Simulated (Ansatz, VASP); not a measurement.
# Cross-check of HfTeS between VASP and Ansatz, part 2 of 2

One calculation is typed for both programs; each brings its own data sets. How far apart do they land? The cell is taken from a series of runs on this material, whose earlier steps may have relaxed, scaled, displaced or heated it; both programs get it as it stands.

VASP 6.6.1 and Ansatz 0.2.0.

So far: Set-up; VASP: zone-centre phonons, PBEsol.

## 3. Ansatz: zone-centre phonons, PBEsol

Level of this step: Ansatz beside VASP: Kohn-Sham DFT, plane waves, PBEsol (Ansatz).

Ansatz runs on its PAW soft_1 files.

The same cell, functional, mesh and smearing now go to Ansatz, which takes its cutoff from its data sets.

Input file input.yaml:

```yaml
crystal:
  lattice:
    - [3.6970536293, 0.0, 0.0]
    - [-1.8485268146, 3.2017423621, 0.0]
    - [0.0, 0.0, 30.0]
  atoms:
    - { symbol: Hf, position: [0.0, 0.0, 0.3388862174] }
    - { symbol: S, position: [0.3333333333, 0.6666666667, 0.3829171011] }
    - { symbol: Te, position: [0.6666666667, 0.3333333333, 0.2748633481] }
  periodic: [true, true, false]
kpoints:
  mp_grid: { grid: [15, 15, 1] }
hamiltonian:
  xc: pbesol
  pseudopotentials: { kind: paw, azcp: { folder: soft_1 }, xc_functional: pbe }
scf:
  occupations: { method: methfessel_paxton, width: 0.2 }
output:
  eigenvalues: true
phonons:
  method: dfpt
```

On the command line:

```
> ansatz run input.yaml --threads 8 --pin off --max-ram 16384MiB --backend cpu --events-out ev --progress --plain --runs-dir out
```

Numbers of over 12 decimals in the logs are rounded to 6 here.

Output:

```text
Engine: ansatz 0.2.0, aarch64-unknown-linux-gnu
Pseudopotentials: kind: paw
Pseudopotential: Hf, paw, valence charge 26, recommended cutoff 420 eV (normal), soft_1/Hf.paw.azcp
Pseudopotential: S, paw, valence charge 6, recommended cutoff 420 eV (normal), soft_1/S.paw.azcp
Pseudopotential: Te, paw, valence charge 16, recommended cutoff 420 eV (normal), soft_1/Te.paw.azcp
Functional definition: PBEsol
  exchange = pbesol_x
  correlation = pbesol_c
Crystal: 3 atoms, lattice volume = 355.110 Å³
Basis set: ecut = 420 eV, 6977 PW (Γ), exchange–correlation on 50×50×432 points (8 copies of the dense FFT grid, shifted against one another)
Bands: 29, of which v1, the nominal top of the filled ones, is band 24 counted from 1 (23 counted from 0)
Symmetry: 6 space group operations
k-points: 64 of 225 (irreducible under 2 space group operations, time reversal used)
Non-local potential: Hf, projectors of the file, l = 0: 3, l = 1: 2, l = 2: 2, l = 3: 3
Non-local potential: S, projectors of the file, l = 0: 2, l = 1: 2, l = 2: 1
Non-local potential: Te, projectors of the file, l = 0: 2, l = 1: 2, l = 2: 2, l = 3: 1
PAW form: soft (Blöchl's): semilocal exchange-correlation on the pseudo side does not see the compensation charge
PAW frozen core: Hf, regenerated for the run's functional, and the local potential with it (the file was generated under x = pbe(κ = 0.804, μ = 0.219515), c = pbe(β = 0.066725))
PAW frozen core: S, regenerated for the run's functional, and the local potential with it (the file was generated under x = pbe(κ = 0.804, μ = 0.219515), c = pbe(β = 0.066725))
PAW frozen core: Te, regenerated for the run's functional, and the local potential with it (the file was generated under x = pbe(κ = 0.804, μ = 0.219515), c = pbe(β = 0.066725))
PAW one-centre angular grid: Hf, 590 points (default); XC on 64 Gauss nodes
PAW one-centre angular grid: S, 110 points (default); XC on 64 Gauss nodes
PAW one-centre angular grid: Te, 590 points (default); XC on 64 Gauss nodes
Initial density: superposition of atomic densities (neutral atoms: chi_scale 0, normalization atom)
Initial wavefunctions: pseudopotential atomic-orbital guess
Functional: x = pbesol(κ = 0.804, μ = 0.123457), c = pbesol(β = 0.046)
SCF iter   1: F=—  HF=-23389.307253 eV  |F-HF|=—  |Δ(HF+E_count)|=         —  Δρ=1.75e-2  dr2=1.69e0  ethr=3.10e-3  ⟨swp⟩=13.4  Hψ=12887  notcnv=0
preconditioner: auto → LDOS  [metal: Δε(μ)=0.040 eV  Ē_g=11.384 eV  σ=0.200 eV  W_gap=0.17  n_scr=18 (ndim 8)  ℏωp=10.8 eV  f_vac=0.760  D(μ)=0.64/eV (n_scr^D=4)  β→1.0]
SCF iter   2: F=—  HF=-23389.328718 eV  |F-HF|=—  |Δ(HF+E_count)|=   2.15e-2  S|Δr|=    0.00e0  Δρ=1.48e-2  dr2=2.12e0  ethr=3.10e-3  ⟨swp⟩=4.3  Hψ=5111  notcnv=0  defer=8
SCF iter   3: F=—  HF=-23388.837926 eV  |F-HF|=—  |Δ(HF+E_count)|=   4.91e-1  S|Δr|=    0.00e0  Δρ=3.14e-3  dr2=3.48e-1  ethr=3.10e-3  ⟨swp⟩=4.2  Hψ=5331  notcnv=0  defer=6
SCF iter   4: F=—  HF=-23388.801784 eV  |F-HF|=—  |Δ(HF+E_count)|=   3.61e-2  S|Δr|=    0.00e0  Δρ=1.50e-3  dr2=1.11e-2  ethr=7.25e-4  ⟨swp⟩=2.6  Hψ=3406  notcnv=0  defer=6
SCF iter   5: F=—  HF=-23388.801544 eV  |F-HF|=—  |Δ(HF+E_count)|=   2.40e-4  S|Δr|=    0.00e0  Δρ=5.84e-4  dr2=9.47e-4  ethr=2.31e-5  ⟨swp⟩=3.1  Hψ=4269  notcnv=0  defer=6
SCF iter   6: F=—  HF=-23388.800798 eV  |F-HF|=—  |Δ(HF+E_count)|=   7.46e-4  S|Δr|=    0.00e0  Δρ=1.79e-4  dr2=1.44e-4  ethr=1.97e-6  ⟨swp⟩=3.0  Hψ=4061  notcnv=0  defer=6
SCF iter   7: F=—  HF=-23388.800829 eV  |F-HF|=—  |Δ(HF+E_count)|=   3.18e-5  S|Δr|=    0.00e0  Δρ=5.79e-5  dr2=1.97e-5  ethr=2.99e-7  ⟨swp⟩=3.3  Hψ=4228  notcnv=0  defer=6
SCF iter   8: F=—  HF=-23388.800836 eV  |F-HF|=—  |Δ(HF+E_count)|=   6.34e-6  S|Δr|=    0.00e0  Δρ=2.09e-5  dr2=1.23e-6  ethr=4.11e-8  ⟨swp⟩=2.9  Hψ=3549  notcnv=0  defer=6
SCF iter   9: F=—  HF=-23388.800917 eV  |F-HF|=—  |Δ(HF+E_count)|=   8.15e-5  S|Δr|=    0.00e0  Δρ=5.33e-6  dr2=9.05e-8  ethr=2.55e-9  ⟨swp⟩=3.1  Hψ=3975  notcnv=0  defer=6
SCF iter  10: F=—  HF=-23388.800918 eV  |F-HF|=—  |Δ(HF+E_count)|=   1.84e-7  S|Δr|=    0.00e0  Δρ=1.84e-6  dr2=9.83e-9  ethr=1.89e-10  ⟨swp⟩=3.9  Hψ=4734  notcnv=0  defer=6
SCF iter  11: F=—  HF=-23388.800918 eV  |F-HF|=—  |Δ(HF+E_count)|=   6.40e-8  S|Δr|=    0.00e0  Δρ=5.04e-7  dr2=9.21e-10  ethr=2.05e-11  ⟨swp⟩=2.7  Hψ=3691  notcnv=0  defer=6
SCF iter  12: F=—  HF=-23388.800918 eV  |F-HF|=—  |Δ(HF+E_count)|=   3.38e-9  S|Δr|=    0.00e0  Δρ=1.76e-7  dr2=9.76e-11  ethr=1.92e-12  ⟨swp⟩=3.3  Hψ=4392  notcnv=0  defer=6
SCF iter  13: F=-23388.800918 eV  HF=-23388.800918 eV  |F-HF|=5.49e-10  |Δ(HF+E_count)|=   3.23e-9  S|Δr|=    0.00e0  Δρ=4.35e-8  dr2=5.25e-12  ethr=1.00e-12  ⟨swp⟩=15.2  Hψ=16323  notcnv=0
SCF 1 converged in 13 iterations: F = -23388.800918 eV  dr2 = 5.25e-12
  greatest PAW one-centre occupation: 0.998 electrons in one spin orbital (limit 2), on the Hf atom at site 0 (counted from 0), in its partial waves of l = 3
DFPT response loops at Γ: preconditioner auto → none (partly filled bands, converged f_vac=0.768); β = 0.50; Broyden in place of MSR1
SCF converged after 13 iterations
Stability not checked: this state was not tested for a lower state beside it, because cold or Methfessel-Paxton smearing, or corrected tetrahedra, fill the levels in a way that the test cannot read (fill_not_monotonic; see scf.lower_state_search)
Free energy (F): -23388.800918 eV
Harris-Foulkes:  -23388.800918 eV  (|F-HF|=5.49e-10)
Internal energy: -23388.802702 eV  (E = F + TS)
E sigma→0 (E₀):  -23388.801364 eV
Entropy (-TS):   0.001785 eV (0.595 meV/atom)
Fermi energy:    -4.715587 eV
--- Per-component energies (eV) ---
  E_band       = -1171.984093
  E_kinetic    = 685.970731
  E_local      = -116518.982065  (includes V_loc(G=0)·N_el)
  E_nonlocal   = 170.639736
  E_hartree    = 57699.268357
  E_xc         = -473.777882
  E_vxc        = -438.653345  (∫ρ·V_xc dr)
  E_paw        = -12763.257774  (= ΣΔE_a)
  E_vpaw       = -469.496098  (= ΣTr[D̂ρ^β])
  E_aug_tail   = 0.000180  (compensation charges beyond the density's cutoff)
  E_ewald      = 47809.648198
  E_core_change = 1.687817  (= ΣΔE_core)
  E_smearing   = 0.001785  (= −TS)
  E_closure    = -0.000000  (closes the sum)
  Σ components = -23388.800918   (vs F -23388.800918, Δ=0.00e0)
--- Band table (eV; the first three rows and the last of 64) ---
  k-point 0: bands = [... 20 lower, -8.3453, -6.9777, -4.2990, -4.2990, -3.8503, -3.8503, -3.2891, -1.2491, ... 1 higher]
  k-point 1: bands = [... 20 lower, -8.3297, -6.8589, -4.9093, -4.6126, -3.7554, -3.5203, -3.0932, -1.1059, ... 1 higher]
  k-point 2: bands = [... 20 lower, -8.2910, -6.6828, -5.8434, -5.0186, -3.8822, -3.0782, -2.8404, -1.1532, ... 1 higher]
  k-point 63: bands = [... 20 lower, -8.5759, -8.1049, -7.1738, -6.7873, -3.8120, -2.8584, -1.8406, -0.9477, ... 1 higher]
--- Phonons (Γ-DFPT): 6 representative perturbations + reference, on 64 of 225 k-points (Σ response iterations 27) ---
  k mesh reduced under 2 symmetry operations, with k and −k counted as one. Each operation leaves every solved perturbation unchanged. A smaller set is not used because it would not reduce the number of displacements times k-points to solve
  ASR residual: 8.346e-5 → 0.000e0 eV/Å²; symmetrization residual: 1.549e-5 eV/Å²
  ASR residual per site (eV/Å²): 2.51e-5 7.90e-5 8.35e-5
  Γ frequencies (cm⁻¹): 0.00 0.00 0.00 90.84 90.84 180.90 232.29 232.29 300.33
  non-analytic LO–TO correction: not included (Born effective charges unavailable; polar crystals: no LO–TO splitting at Γ)
```

## 4. Side by side

Known differences besides the potentials themselves: Ansatz cuts the interaction across the vacuum, VASP repeats the sheet without a dipole correction; the data sets hold 48 valence electrons in Ansatz (on its PAW soft_1 files) and 22 in VASP; the cutoff is 420 eV in Ansatz and 500 eV in VASP; Ansatz makes its cores anew for this functional, VASP keeps those of its PBE data sets. Total energies have different zeros and are not compared.

The two programs side by side:

| quantity | Ansatz | VASP | difference |
| --- | --- | --- | --- |
| optical mode 1 to 2 (cm⁻¹) | 90.8 | 90.5 | +0.37 % |
| optical mode 3 (cm⁻¹) | 180.9 | 181.1 | -0.11 % |
| optical mode 4 to 5 (cm⁻¹) | 232.3 | 231.8 | +0.23 % |
| optical mode 6 (cm⁻¹) | 300.3 | 300.9 | -0.20 % |

Modes are paired by rising frequency, not by their patterns, so a pair may set unlike modes beside each other; they are those without the splitting of longitudinal modes. Where the cell holds vacuum, a pressure given here is an average over it and none of the material.

## 5. Outcome

| Item | Value |
| --- | --- |
| r.m.s. difference of the optical zone-centre modes, each program's sorted by frequency (zone-centre phonons, PBEsol) | 0.44 cm⁻¹ |

The r.m.s. difference of the optical zone-centre modes, each program's sorted by frequency is 0.44 cm⁻¹ (zone-centre phonons, PBEsol). The data sets hold unlike numbers of valence electrons (48 in Ansatz and 22 in VASP), so part of the differences may come from the potentials. How closely two codes agree says nothing of how well the functional describes the real material.

[Lines on the potential files, build, host, timing and source positions are cut from VASP's logs without a mark.]

[Logs are printed without paths, hosts, clocks, repeated set-up lines and the standing remarks that a program may print on its own settings, such as how far it seeks lower states.]

[Hosts, paths, dates, database ids (printed as entryN), source tags and the programs' standing remarks are cut or masked in the printed files.]
